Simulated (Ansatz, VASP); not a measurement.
# Cross-check of Ti (Titanium) between VASP and Ansatz

Wanted: the spread between two codes on one cell, functional and k mesh. The two relaxations start from unlike cells of this crystal (the structure described is Ansatz's start), so only their ends are compared.

Main program and level: Ansatz 0.2.0; plane waves, with VASP 6.6.1 beside it; relaxation of cell and atoms at BLYP with D3(BJ).

## 1. The starting structure

The structure is hexagonal, space group P6_3/mmc (No. 194). Conventional cell: a = 2.950 Å, b = 2.950 Å, c = 4.680 Å, α = 90.00°, β = 90.00°, γ = 120.00°. Ti has 12 Ti at 2.89 to 2.95 Å nearest.

## 2. Ansatz: relaxation of cell and atoms, BLYP with D3(BJ)

Ansatz runs on its default PAW (the set named soft_2) files.

The relaxed volume is the usual yardstick between codes: in a stiff, nearly cubic crystal its relative difference is about their pressure difference at one cell divided by the bulk modulus.

Input file input.yaml:

```yaml
crystal:
  lattice:
    - [2.95, 0.0, 0.0]
    - [-1.475, 2.5547749412, 0.0]
    - [0.0, 0.0, 4.68]
  atoms:
    - { symbol: Ti, position: [0.3333333333, 0.6666666667, 0.25] }
    - { symbol: Ti, position: [0.6666666667, 0.3333333333, 0.75] }
kpoints:
  mp_grid: { grid: [15, 15, 8] }
hamiltonian:
  xc: blyp
  dispersion: d3bj
scf:
  occupations: { method: gaussian, width: 0.1 }
output:
  forces: true
  stress: true
  eigenvalues: true
relax:
  adjacent_minimum: "off"
  f_tol: 0.005
  max_steps: 60
  cell: { stress_tol: 0.03 }
```

Launch:

```bash
> ansatz run input.yaml --threads 4 --pin off --max-ram 8192MiB --backend cpu --events-out ev --progress --plain --runs-dir out
```

Numbers of over 12 decimals in the logs are rounded to 6 here.

Log:

```text
Engine: ansatz 0.2.0, aarch64-unknown-linux-gnu
Pseudopotentials: kind: paw
Pseudopotential: Ti, paw, valence charge 12, recommended cutoff 420 eV (normal), Ti.paw.azcp
Functional definition: BLYP
  parameter beta = 0.0042
  parameter a = 0.04918
  parameter b = 0.132
  parameter c = 0.2533
  parameter d = 0.349
  exchange = b88_x(beta = beta)
  correlation = lyp_c(a = a, b = b, c = c, d = d)
Crystal: 2 atoms, lattice volume = 35.271 Å³
Basis set: ecut = 420 eV, 687 PW (Γ), exchange–correlation on 40×40×64 points (8 copies of the dense FFT grid, shifted against one another)
Bands: 16, of which v1, the nominal top of the filled ones, is band 12 counted from 1 (11 counted from 0)
Symmetry: 24 space group operations
Space group: P63/mmc (ITA 194), of the structure as read, at distance tolerance 3.3e-5 Å
k-points: 135 of 1800
Non-local potential: Ti, projectors of the file, l = 0: 3, l = 1: 2, l = 2: 3, l = 3: 1
PAW form: soft (Blöchl's): semilocal exchange-correlation on the pseudo side does not see the compensation charge
PAW frozen core: Ti, regenerated for the run's functional, and the local potential with it (the file was generated under x = pbe(κ = 0.804, μ = 0.219515), c = pbe(β = 0.066725))
PAW one-centre angular grid: Ti, 590 points (default); XC on 64 Gauss nodes
Initial density: superposition of atomic densities (neutral atoms: chi_scale 0, normalization atom), corrected by the library's trained network
Initial wavefunctions: pseudopotential atomic-orbital guess
Functional: x = b88, c = lyp
SCF iter   1: F=—  HF=-5014.608690 eV  |F-HF|=—  |Δ(HF+E_count)|=         —  Δρ=1.26e-2  dr2=5.61e-2  ethr=1.77e-3  ⟨swp⟩=3.9  Hψ=8664  notcnv=0
preconditioner: auto → none  [metal: Δε(μ)=0.015 eV  Ē_g=2.648 eV  σ=0.100 eV  W_gap=0.08  n_scr=8 (ndim 8)  ℏωp=17.7 eV  f_vac=0.000  D(μ)=2.16/eV (n_scr^D=22)  sad-step TF]
SCF iter   2: F=—  HF=-5014.596136 eV  |F-HF|=—  |Δ(HF+E_count)|=   1.26e-2  Δρ=5.93e-3  dr2=1.32e-2  ethr=2.34e-4  ⟨swp⟩=2.1  Hψ=3818  notcnv=0  defer=6
SCF iter   3: F=—  HF=-5014.594172 eV  |F-HF|=—  |Δ(HF+E_count)|=   1.96e-3  Δρ=7.52e-4  dr2=1.30e-4  ethr=5.49e-5  ⟨swp⟩=2.3  Hψ=3483  notcnv=0  defer=6
SCF iter   4: F=—  HF=-5014.594324 eV  |F-HF|=—  |Δ(HF+E_count)|=   1.52e-4  Δρ=1.11e-4  dr2=1.77e-6  ethr=5.40e-7  ⟨swp⟩=2.3  Hψ=3401  notcnv=0  defer=6
SCF iter   5: F=—  HF=-5014.594362 eV  |F-HF|=—  |Δ(HF+E_count)|=   3.81e-5  Δρ=1.58e-5  dr2=7.22e-8  ethr=7.36e-9  ⟨swp⟩=2.8  Hψ=3493  notcnv=0  defer=6
SCF iter   6: F=-5014.594362 eV  HF=-5014.594362 eV  |F-HF|=3.97e-10  |Δ(HF+E_count)|=   4.06e-9  Δρ=1.29e-6  dr2=3.39e-10  ethr=3.01e-10  ⟨swp⟩=1.8  Hψ=7102  notcnv=0
SCF 1 converged in 6 iterations: F = -5014.594362 eV  dr2 = 3.39e-10
  greatest PAW one-centre occupation: 0.999 electrons in one spin orbital (limit 2), on the Ti atom at site 1 (counted from 0), in its partial waves of l = 0
relax step   1: F+E_penalty+E_count = -5014.59436213 eV  Δ(F+E_penalty+E_count) = +0.000e0 eV  max|allowed force component| = 5.255e-17 eV/Å  Δτ_max = 0.0000 Å  P = -12.453 GPa  Ω = 35.271 Å³  (6 SCF iters, dr2 threshold 1.00e-7 eV, accepted)
[...]
relax step   3: F+E_penalty+E_count = -5014.76555787 eV  Δ(F+E_penalty+E_count) = -9.437e-3 eV  max|allowed force component| = 1.480e-16 eV/Å  Δτ_max = 0.0000 Å  P = -0.582 GPa  Ω = 31.405 Å³  energy of the carried Pulay correction = +5.838e-4 eV  (6 SCF iters, dr2 threshold 2.00e-7 eV, accepted)
[...]
relax step   4: F+E_penalty+E_count = -5014.76584931 eV  Δ(F+E_penalty+E_count) = -2.914e-4 eV  max|allowed force component| = 5.921e-16 eV/Å  Δτ_max = 0.0000 Å  P = -0.022 GPa  Ω = 31.268 Å³  energy of the carried Pulay correction = +6.058e-4 eV  (6 SCF iters, dr2 threshold 2.00e-7 eV, accepted)
[...]
relax step   5: F+E_penalty+E_count = -5014.76585280 eV  Δ(F+E_penalty+E_count) = -3.496e-6 eV  max|allowed force component| = 6.846e-16 eV/Å  Δτ_max = 0.0000 Å  P = +0.003 GPa  Ω = 31.262 Å³  energy of the carried Pulay correction = +6.066e-4 eV  (6 SCF iters, dr2 threshold 1.23e-8 eV, accepted)
[...]
relax step   6: F+E_penalty+E_count = -5014.76540372 eV  Δ(F+E_penalty+E_count) = +4.491e-4 eV  max|allowed force component| = 7.864e-16 eV/Å  Δτ_max = 0.0000 Å  P = -0.001 GPa  Ω = 31.262 Å³  stress off target by 1.86e-2 GPa  SCF on the basis re-selected at this cell (its energy is not comparable with the rows above)  (6 SCF iters)
basis re-selected at this cell: Δ(F+E_penalty+E_count) = +4.491e-4 eV, ΔP = -0.004 GPa vs the last step (what re-selecting the basis moved, of the pressure what is left beyond the Pulay correction that the steps carried, after the strain that the cell walked since its last selection, with what the two solves' SCF thresholds leave and, on support functions, any second-order correction that the steps lacked; it is no m [...]
SCF converged after 6 iterations
Free energy (F): -5014.765404 eV
Harris-Foulkes:  -5014.765404 eV  (|F-HF|=0.00e0)
Internal energy: -5014.756029 eV  (E = F + TS)
E sigma→0 (E₀):  -5014.760717 eV
Entropy (-TS):   -0.009374 eV (-4.687 meV/atom)
Fermi energy:    15.592902 eV
--- Per-component energies (eV) ---
  E_band       = -259.244911
  E_kinetic    = 551.863115
  E_local      = -1515.521895  (includes V_loc(G=0)·N_el)
  E_nonlocal   = 17.588000
  E_hartree    = 635.545055
  E_xc         = -192.878430
  E_vxc        = -241.466497  (∫ρ·V_xc dr)
  E_paw        = -2113.318418  (= ΣΔE_a)
  E_vpaw       = -342.797999  (= ΣTr[D̂ρ^β])
  E_aug_tail   = 0.000258  (compensation charges beyond the density's cutoff)
  E_ewald      = -2394.887647
  E_disp       = -3.179934  (pairwise vdW)
  E_core_change = 0.033868  (= ΣΔE_core)
  E_smearing   = -0.009374  (= −TS)
  E_closure    = 0.000000  (closes the sum)
  Σ components = -5014.765404   (vs F -5014.765404, Δ=0.00e0)
--- Forces (eV/Å), atoms counted from 1 ---
  atom   1  Ti     0.00000000     0.00000000    -0.00000000
  atom   2  Ti     0.00000000    -0.00000000     0.00000000
  max |Σ_I F_I| component: 1.85e-17 eV/Å
--- Stress (GPa, compression-positive) ---
        0.008233       0.000000       0.000000
       -0.000000       0.008233       0.000000
        0.000000       0.000000      -0.018556
  P = ⅓ Tr σ = -0.0007 GPa (-0.007 kbar)
--- Band table (eV; the first three rows and the last of 135) ---
  k-point 0: bands = [... 8 lower, 9.3529, 12.6544, 16.3461, 16.3461, 16.4648, 16.8606, 16.9163, 16.9163]
  k-point 1: bands = [... 8 lower, 9.4983, 12.6258, 16.2781, 16.2781, 16.3833, 16.5722, 16.8351, 16.8351]
  k-point 2: bands = [... 8 lower, 9.9187, 12.4692, 15.9992, 16.1622, 16.1815, 16.1815, 16.6389, 16.6389]
  k-point 134: bands = [... 8 lower, 14.2456, 14.2456, 14.3539, 14.3539, 15.4335, 15.4335, 17.3868, 17.3868]
--- Relaxed structure (5 steps of the walk, 5 accepted, 1 SCFs on fresh bases) ---
  F+E_penalty+E_count = -5014.76540372 eV   max|allowed force component| = 7.864e-16 eV/Å   (the final SCF, on the basis selected at the relaxed cell)
  cell:  # Å, volume = 31.2621 Å³
    - [2.833888, 0.0, 0.0]
    - [-1.416944, 2.454219, -3.7301746561166514e-18]
    - [0.0, -6.833172311667029e-18, 4.494919]
  atoms:
    - { symbol: Ti, position: [0.333333, 0.666667, 0.25] }
    - { symbol: Ti, position: [0.666667, 0.333333, 0.75] }
```

## 3. VASP: relaxation of cell and atoms, BLYP with D3(BJ)

Its own start cell and the same functional (in two slightly different forms), mesh and smearing now go to VASP, with its own data sets.

Lines of VASP's logs that name or quote its potential files are left out, and so is its time.

Input file INCAR:

```
SYSTEM = Ti
PREC = Accurate
ENCUT = 500
EDIFF = 1E-07
NELM = 120
ISMEAR = 0
SIGMA = 0.1
LREAL = .FALSE.
ALGO = Normal
GGA = B5
ALDAX = 1
AGGAX = 1
AGGAC = 1
ALDAC = 0
IVDW = 12
VDW_S6 = 1
VDW_S8 = 2.6996
VDW_A1 = 0.4298
VDW_A2 = 4.2359
NBANDS = 18
LASPH = .TRUE.
LORBIT = 11
LWAVE = .FALSE.
LCHARG = .FALSE.
ISIF = 3
IBRION = 2
NSW = 80
EDIFFG = -0.005
GGA_COMPAT = .FALSE.
NELMIN = 4
```

Input file POSCAR:

```
Ti
1.0
    2.8318917550      0.0000000000      0.0000000000
   -1.4159458775      2.4524902523      0.0000000000
    0.0000000000      0.0000000000      4.4942240732
Ti
2
Direct
    0.3333332681      0.6666665362      0.2500000000
    0.6666667319      0.3333334638      0.7500000000
```

Input file KPOINTS:

```
Automatic mesh
0
Gamma
15 15 8
0 0 0
```

The projector-augmented-wave data sets are Ti_sv (PBE family, release 64).

Launch:

```bash
> mpirun -np 1 vasp_std
```

Log:

```text
[banner, memory and clock lines left out]
running    1 mpi-ranks, on    1 nodes
 distrk:  each k-point on    1 cores,    1 groups
 distr:  one band on    1 cores,    1 groups

 POSCAR found type information on POSCAR Ti
 POSCAR found :  1 types and       2 ions
|                                                                             |
|               ----> ADVICE to this user running VASP <----                  |
|                                                                             |
|     You enforced a specific xc type in the INCAR file but a different       |
|     [... a line on the potential file left out ...]
|     I HOPE YOU KNOW WHAT YOU ARE DOING!                                     |
|                                                                             |

 LDA part: xc-table for (Slater(with rela. corr.)+VWN5), standard interpolation
 POSCAR, INCAR and KPOINTS ok, starting setup
 FFT: planning ... GRIDC
 FFT: planning ... GRID_SOFT
 FFT: planning ... GRID
 WAVECAR not read
 entering main loop
       N       E                     dE             d eps       ncg     rms          rms(c)
DAV:   1     0.257302325180E+03    0.25730E+03   -0.12956E+04  4892   0.166E+03
DAV:   2     0.148675550995E+02   -0.24243E+03   -0.23922E+03  4950   0.452E+02
DAV:   3    -0.135494219304E+02   -0.28417E+02   -0.28042E+02  9110   0.127E+02
DAV:   4    -0.146432224848E+02   -0.10938E+01   -0.10925E+01  5524   0.262E+01
DAV:   5    -0.146937257688E+02   -0.50503E-01   -0.50495E-01  7474   0.410E+00    0.127E+01
DAV:   6    -0.132934172447E+02    0.14003E+01   -0.51789E+00  5744   0.245E+01    0.371E+00
DAV:   7    -0.133034007914E+02   -0.99835E-02   -0.60241E-01  7378   0.623E+00    0.204E+00
DAV:   8    -0.133379857178E+02   -0.34585E-01   -0.20918E-01  5334   0.546E+00    0.776E-01
DAV:   9    -0.133306890826E+02    0.72966E-02   -0.39441E-02  5774   0.230E+00    0.635E-02
DAV:  10    -0.133309609641E+02   -0.27188E-03   -0.24106E-03  6920   0.364E-01    0.646E-02
DAV:  11    -0.133309425534E+02    0.18411E-04   -0.14328E-04  6778   0.909E-02    0.205E-02
DAV:  12    -0.133309284404E+02    0.14113E-04   -0.11604E-05  5648   0.304E-02    0.261E-03
DAV:  13    -0.133309267971E+02    0.16433E-05   -0.69636E-07  6034   0.112E-02    0.271E-03
DAV:  14    -0.133309284341E+02   -0.16370E-05   -0.27326E-07  4948   0.455E-03    0.115E-03
DAV:  15    -0.133309282894E+02    0.14473E-06   -0.23351E-08  2726   0.115E-03    0.263E-04
DAV:  16    -0.133309282764E+02    0.12960E-07   -0.58754E-09  2650   0.671E-04
   1 F= -.16515720E+02 E0= -.16510997E+02  d E =-.165157E+02
 curvature:   0.00 expect dE= 0.000E+00 dE for cont linesearch  0.000E+00
 trial: gam= 0.00000 g(F)=  0.403E-40 g(S)=  0.128E-04 ort = 0.000E+00 (trialstep = 0.100E+01)
 search vector abs. value=  0.128E-04
 bond charge predicted
       N       E                     dE             d eps       ncg     rms          rms(c)
DAV:   1    -0.133280278213E+02    0.29005E-02   -0.76628E-03  6566   0.109E+00    0.157E-01
DAV:   2    -0.133277131589E+02    0.31466E-03   -0.13496E-03  6910   0.406E-01    0.428E-02
DAV:   3    -0.133276991870E+02    0.13972E-04   -0.22163E-04  6970   0.937E-02    0.157E-02
DAV:   4    -0.133277071793E+02   -0.79923E-05   -0.37514E-05  6176   0.418E-02    0.636E-03
DAV:   5    -0.133277126346E+02   -0.54553E-05   -0.12450E-05  6396   0.215E-02    0.841E-03
DAV:   6    -0.133277138389E+02   -0.12043E-05   -0.39910E-06  7038   0.151E-02    0.227E-03
DAV:   7    -0.133277139536E+02   -0.11464E-06   -0.71634E-07  5856   0.549E-03    0.487E-04
DAV:   8    -0.133277138987E+02    0.54874E-07   -0.51325E-08  2492   0.168E-03
   2 F= -.16515717E+02 E0= -.16510999E+02  d E =0.303512E-05
 trial-energy change:    0.000003  1 .order   -0.000001   -0.000013    0.000011
 step:   0.3230(harm=  0.5352)  dis= 0.00000  next Energy=   -16.515722 (dE=-0.194E-05)
 bond charge predicted
       N       E                     dE             d eps       ncg     rms          rms(c)
DAV:   1    -0.133300351921E+02   -0.23212E-02   -0.35187E-03  6578   0.740E-01    0.107E-01
DAV:   2    -0.133298902425E+02    0.14495E-03   -0.62190E-04  6920   0.275E-01    0.289E-02
DAV:   3    -0.133298847197E+02    0.55229E-05   -0.10014E-04  6962   0.633E-02    0.105E-02
DAV:   4    -0.133298884823E+02   -0.37627E-05   -0.16953E-05  6196   0.281E-02    0.430E-03
DAV:   5    -0.133298916470E+02   -0.31647E-05   -0.58485E-06  6372   0.147E-02    0.568E-03
DAV:   6    -0.133298927393E+02   -0.10922E-05   -0.17563E-06  6906   0.102E-02    0.156E-03
DAV:   7    -0.133298929701E+02   -0.23085E-06   -0.31757E-07  4398   0.376E-03    0.267E-04
DAV:   8    -0.133298930176E+02   -0.47462E-07   -0.32085E-08  2466   0.163E-03
   3 F= -.16515722E+02 E0= -.16511000E+02  d E =-.171630E-05
 curvature:  -0.21 expect dE=-0.520E-06 dE for cont linesearch -0.518E-06
 trial: gam=-0.24508 g(F)=  0.391E-40 g(S)=  0.245E-05 ort = 0.560E-05 (trialstep = 0.865E+00)
 search vector abs. value=  0.481E-06
 reached required accuracy - stopping structural energy minimisation
```

Parts of OUTCAR (step 3):

```text
ion  position               nearest neighbor table
   1  0.333  0.667  0.250-   2 2.78   2 2.78   2 2.78   2 2.78   2 2.78   2 2.78
   2  0.667  0.333  0.750-   1 2.78   1 2.78   1 2.78   1 2.78   1 2.78   1 2.78

  LATTYP: Found a hexagonal cell.
 ALAT       =     2.8318917550
 C/A-ratio  =     1.5870041873

 Subroutine GETGRP returns: Found 24 space group operations
 (whereof 12 operations were pure point group operations)

The static configuration has the point symmetry D_3d.
 The point group associated with its full space group is D_6h.

 Found    135 irreducible k-points:

   k-points           NKPTS =    135   k-points in BZ     NKDIM =    135   number of bands    NBANDS=     18

   dimension x,y,z NGX =    24 NGY =   24 NGZ =   36
   dimension x,y,z NGXF=    48 NGYF=   48 NGZF=   72

   ENCUT  =  500.0 eV  36.75 Ry    6.06 a.u.   5.16  5.16  8.19*2*pi/ulx,y,z

   NELECT =      24.0000    total number of electrons

 k-points in reciprocal lattice and weights: Automatic mesh
   0.00000000  0.00000000  0.00000000       0.001
   0.06666667  0.00000000  0.00000000       0.003
   0.13333333  0.00000000  0.00000000       0.003
   0.20000000  0.00000000  0.00000000       0.003
   0.26666667  0.00000000  0.00000000       0.003
   0.33333333 -0.00000000  0.00000000       0.003
   0.40000000 -0.00000000  0.00000000       0.003
   0.46666667 -0.00000000  0.00000000       0.003
   0.06666667  0.06666667  0.00000000       0.003
[...]
0.33333333  0.26666667  0.50000000       0.007
   0.33333333  0.33333333  0.50000000       0.001

 Edisp (eV)   -3.18800

 average (electrostatic) potential at core
       1 -70.5015       2 -70.5015

 E-fermi :   9.9975

 k-point     1 :       0.0000    0.0000    0.0000
  band No.  band energies     occupation
    ...
      6     -22.4034      2.00000
      7     -22.3698      2.00000
      8     -22.3698      2.00000
      9       3.7636      2.00000
     10       7.0589      2.00000
     11      10.7462      0.00000
     12      10.7462      0.00000
     13      10.8579      0.00000
     14      11.2895      0.00000
     15      11.3142      0.00000
    ...

 k-point     2 :       0.0667    0.0000    0.0000
  band No.  band energies     occupation
    ...
      6     -22.4091      2.00000
      7     -22.4000      2.00000
      8     -22.3734      2.00000
      9       3.9023      2.00000
     10       7.1680      2.00000
     11      10.4733      0.00000
     12      10.8472      0.00000
     13      10.9284      0.00000
     14      11.0725      0.00000
     15      11.2460      0.00000
    ...

 k-point     3 :       0.1333    0.0000    0.0000
  band No.  band energies     occupation
    ...
      6     -22.4837      2.00000
      7     -22.4262      2.00000
      8     -22.3842      2.00000
      9       4.3048      2.00000
     10       7.4641      2.00000
     11      10.0795      0.24612
     12      10.2203      0.00163
     13      11.0314      0.00000
     14      11.1425      0.00000
     15      11.3835      0.00000
    ...

 Edisp (eV)   -3.18583

  Total      -0.00491    -0.00491    -0.00731    -0.00000    -0.00000     0.00000
  in kB      -0.25231    -0.25231    -0.37551    -0.00000    -0.00000     0.00000
  external pressure =       -0.29 kB  Pullay stress =        0.00 kB

  energy-cutoff  :      500.00
  volume of cell :       31.20
      direct lattice vectors                 reciprocal lattice vectors
     2.831626822  0.000000000  0.000000000     0.353153880  0.203893484  0.000000000
    -1.415813411  2.452260814  0.000000000     0.000000000  0.407786967  0.000000000
     0.000000000  0.000000000  4.493677195     0.000000000 -0.000000000  0.222534899

 POSITION                                       TOTAL-FORCE (eV/Angst)
 -----------------------------------------------------------------------------------
      0.00000      1.63484      1.12342        -0.000000     -0.000000      0.000000
      1.41581      0.81742      3.37026         0.000000      0.000000      0.000000
 -----------------------------------------------------------------------------------
    total drift:                               -0.000000     -0.000220     -0.000001

  FREE ENERGIE OF THE ION-ELECTRON SYSTEM (eV)
  ---------------------------------------------------
  free  energy   TOTEN  =       -16.5157221370 eV

  energy  without entropy=      -16.5062782240  energy(sigma->0) =      -16.51100018

 reached required accuracy - stopping structural energy minimisation

 total charge
# of ion       s       p       d       tot
------------------------------------------
    1        2.274   6.135   2.032  10.441
    2        2.274   6.135   2.032  10.441
--------------------------------------------------
tot          4.549  12.270   4.064  20.883

[... 3 further parts left out ...]
```

CONTCAR:

```
Ti
   1.00000000000000
     2.8316268221269110    0.0000000000000000    0.0000000000000000
    -1.4158134110634555    2.4522608136870967    0.0000000000000000
     0.0000000000000000    0.0000000000000000    4.4936771946835936
  Ti
     2
Direct
     0.3333332680999987    0.6666665361999975    0.2500000000000000
     0.6666667319000013    0.3333334638000025    0.7500000000000000
```

Dispersion corrections of this kind ignore metallic screening and tend to overbind metals. The run keeps the 24 symmetry operations of its start, so it cannot find a distortion of lower symmetry.

## 4. Comparison

Known differences besides the potentials themselves: the cutoff is 420 eV in Ansatz and 500 eV in VASP; Ansatz makes its cores anew for this functional, VASP keeps those of its PBE data sets; VASP's log shows a relativistic correction to its local exchange, Ansatz's none; Ansatz adds a Pulay correction to the stress that steers its cell, VASP none. Total energies have different zeros and are not compared.

Both answers:

| quantity | Ansatz | VASP | difference |
| --- | --- | --- | --- |
| volume (Å³) | 31.26 | 31.20 | +0.19 % |
| edge a after relaxation, in the typed setting (Å) | 2.834 | 2.832 | +0.08 % |
| edge c after relaxation, in the typed setting (Å) | 4.495 | 4.494 | +0.03 % |

## 5. Results

```json
{
  "difference in volume (relaxation of cell and atoms, BLYP with D3(BJ))": "0.19 %"
}
```

The difference in volume is 0.19 % (relaxation of cell and atoms, BLYP with D3(BJ)), within the 1.2 % picked in this series as the mark of a large difference, as far as the stopping tolerances let one tell. Such differences can come from data sets, numerical settings and the points named under the comparisons, not from the functional's error against experiment.

[Lines on the potential files, build, host, timing and source positions are cut from VASP's logs without a mark.]

[Logs are printed without paths, hosts, clocks, repeated set-up lines and the standing remarks that a program may print on its own settings, such as how far it seeks lower states.]

[Hosts, paths, dates, database ids (printed as entryN), source tags and the programs' standing remarks are cut or masked in the printed files.]
